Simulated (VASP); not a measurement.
GaBiSe4:

```xyz
6
Lattice="6.1151 0.0000 0.0000 -3.0575 5.2958 0.0000 0.0000 0.0000 4.9967" Properties=species:S:1:pos:R:3 pbc="T T T"
Ga    0.0000    0.0000    0.0000
Bi    3.0575    1.7653    0.0000
Se    0.0000    3.5305    0.0000
Se    1.4962    4.3944    2.4983
Se   -1.4962    4.3944    2.4983
Se    0.0000    1.8028    2.4983
```

The cell was built by a generator and needn't be a form met in nature.

```yaml
Program: VASP 6.6.1
Task: relaxation of cell and atoms
Functional: PBE
Potentials_or_basis: VASP PAW PBE potentials, release 64 (Ga_d, Bi_d, Se)
Cutoff: 520 eV
k_mesh: 3 × 3 × 3
Occupations: gaussian, width 0.15 eV
Spin: no spin polarisation
```

At the start: pressure -4.9 GPa; volume 26.97 Å³/atom.

**Question.** How do energy, volume and symmetry change on relaxing?

**Answer.** Over 10 steps the energy falls by 98.8 meV/atom and the volume is 23.56 Å³/atom (-12.6 %); space group P-6m2 (No. 187, to 0.05 Å).

Step by step:
| step | energy change (eV) | largest force (eV/Å) | pressure (GPa) | volume (Å³) |
| --- | --- | --- | --- | --- |
| 1 | 0.0000 | 0.0781 | -4.88 | 161.81 |
| 2 | -0.3671 | 0.0631 | -0.56 | 143.30 |
| 3 | -0.3748 | 0.0644 | 0.32 | 140.72 |
| 4 | -0.5104 | 0.2144 | 0.87 | 138.11 |
| 5 | -0.1284 | 0.8237 | 7.95 | 129.44 |
| 6 | -0.5532 | 0.1479 | 2.15 | 135.72 |
| 7 | -0.5856 | 0.0358 | -0.01 | 141.70 |
| 8 | -0.5882 | 0.0615 | 0.47 | 140.35 |
| 9 | -0.5881 | 0.0578 | 0.33 | 140.51 |
| 10 | -0.5930 | 0.0737 | -0.14 | 141.38 |

Final structure:
```
Ga Bi Se
1.0
     6.05962    0.00000    0.00000
    -3.02981    5.24779    0.00000
     0.00000    0.00000    4.44582
Ga Bi Se
1 1 4
Cartesian
  6.0596 0.0000 0.0000
  3.0298 1.7493 0.0000
  0.0000 3.4985 0.0000
  1.4621 4.3427 2.2229
  -1.4621 4.3427 2.2229
  0.0000 1.8102 2.2229
```

Caveat: the k mesh is coarse (spacing up to 0.42 Å⁻¹), so the values aren't converged.
